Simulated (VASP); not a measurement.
Data:

```
Ag2O
1.0
    4.74962     0.00000     0.00000
    0.00000     4.74962     0.00000
    0.00000     0.00000     4.74962
Ag O
4 2
Direct
  0.75000   0.25000   0.75000
  0.25000   0.75000   0.75000
  0.75000   0.75000   0.25000
  0.25000   0.25000   0.25000
  0.00000   0.00000   0.00000
  0.50000   0.50000   0.50000
```

Method: PBE GGA with D3 dispersion (Becke-Johnson damping), VASP's PBE PAW potentials (set 64) (plane waves; VASP 6.6.1). Settings: 520 eV cut-off, Gaussian smearing of 0.050 eV, potentials Ag O.

Problem. Give the energies of bands 18 to 31 at the high-symmetry points, in eV from the Fermi level.

Solution. 
```csv
band,Γ,X,M,R
18,-2.96,-3.08,-3.27,-2.98
19,-2.96,-2.94,-3.05,-2.98
20,-2.77,-2.94,-3.05,-2.75
21,-2.77,-2.72,-2.93,-2.75
22,-2.77,-2.72,-2.93,-2.75
23,-2.61,-2.57,-1.95,-2.69
24,-2.61,-2.57,-1.95,-2.69
25,-2.61,-1.58,-1.59,-1.75
26,0.00,-1.58,-1.59,-0.68
27,0.00,-0.46,-0.81,-0.68
28,0.00,-0.46,-0.81,-0.68
29,0.00,2.06,2.11,2.62
30,2.09,2.06,2.11,2.62
31,2.09,4.76,3.73,2.62
```

It has no gap at this level: it comes out as a metal or semimetal.

The compound is Ag2O in the cuprite structure. It was relaxed first.
